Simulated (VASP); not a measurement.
Wanted: the native input for a VASP 6.6.1 run.

```yaml
Task: relaxation of cell and atoms
Functional: r2SCAN
Potentials_or_basis: VASP PAW PBE potentials, release 64 (Ba_sv, Ti_sv, H)
Cutoff: 600 eV
k_mesh: 8 × 8 × 8
Occupations: gaussian, width 0.03 eV
Spin: no spin polarisation
Further_INCAR_settings: ALGO = Normal; EDIFF = 1e-06; IBRION = 2; EDIFFG = -0.01; NSW = 90; ISIF = 3
```

The structure of BaTiH3 lies in POSCAR:

```
BaTiH3
1.0
    3.5161740300      0.0000000000      0.0000000000
    0.0000000000      3.5161740300      0.0000000000
    0.0000000000      0.0000000000      3.5161740300
Ba Ti H
1 1 3
Direct
    0.5000000000      0.5000000000      0.5000000000
    0.0000000000      0.0000000000      0.0000000000
    0.5000000000      0.0000000000      0.0000000000
    0.0000000000      0.5000000000      0.0000000000
    0.0000000000      0.0000000000      0.5000000000
```

The cell was built by a generator and needn't be a form met in nature.

These files were run (other wordings do the same):

INCAR

```
PREC = Accurate
ENCUT = 600
EDIFF = 1E-6
ISMEAR = 0
SIGMA = 0.03
LREAL = F
LASPH = T
NELM = 80
ALGO = Normal
ISIF = 3
LWAVE = F
LCHARG = F
METAGGA = R2SCAN
LMIXTAU = T
IBRION = 2
NSW = 90
EDIFFG = -0.01
```

KPOINTS

```
regular mesh
0
Gamma
  8 8 8
```

Potentials or basis: VASP PAW PBE potentials, release 64 (Ba_sv, Ti_sv, H).

Launch:

```sh
$ cat potpaw_PBE.64/Ba_sv/POTCAR potpaw_PBE.64/Ti_sv/POTCAR potpaw_PBE.64/H/POTCAR > POTCAR
$ mpirun -np 1 vasp_std > vasp.out
```

Results of the run:

- Relaxed volume: 13.61 Å³/atom
- Relaxed cell: a = 4.082 Å, b = 4.082 Å, c = 4.082 Å, α = 90.00°, β = 90.00°, γ = 90.00°
- Space group after relaxing (to 0.05 Å): Pm-3m (No. 221)
- Energy gained by relaxing: 620.9 meV/atom
- Ionic steps: 4
- Pressure after relaxing: 0.0 GPa
- Band gap on the k mesh: none (metal or under the smearing width)

Caveat: the volume moved by over 15 % at a fixed basis, so the end points are rough; the PAW data sets were made with another functional, which shifts forces and pressure a little.

Run time: 3.1 min on 1 thread of Intel(R) Xeon(R) 6975P-C (Granite Rapids), on a shared host, peak memory 0.2 GiB.
